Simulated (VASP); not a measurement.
Given:

```yaml
crystal:
  lattice:
    - [0.00000, 2.56063, 2.56063]
    - [2.56063, 0.00000, 2.56063]
    - [2.56063, 2.56063, 0.00000]
  atoms:
    - { symbol: Ge, position: [0.00000, 0.00000, 0.00000] }
    - { symbol: W, position: [0.50000, 0.50000, 0.50000] }
```

Calculation: r2SCAN meta-GGA, VASP's PBE PAW potentials (set 64) (plane waves; VASP). Run with 400 eV cut-off, 11×11×11 Γ-centred mesh, first-order Methfessel-Paxton smearing of 0.10 eV, potentials Ge_d W_sv.

Unless said otherwise, spin-orbit coupling is left out, though it shifts the bands of the heavy elements here.

Question: Predict the energy per atom (σ→0), band gap (on the k-mesh) with the smallest direct gap where there is one.

Answer: 
```json
{
  "band gap (on the k-mesh)": "none (metal, semimetal or under 0.01 eV)",
  "energy per atom (σ→0)": "-31.675 eV/atom"
}
```

The absolute energy has meaning only against runs of the same code, potentials and settings.

The structure was generated: GeW was put into the rocksalt type (Fm-3m), which need not be its known phase. It was relaxed first, which changed the volume by -25 %. The start is the result of an earlier pass.
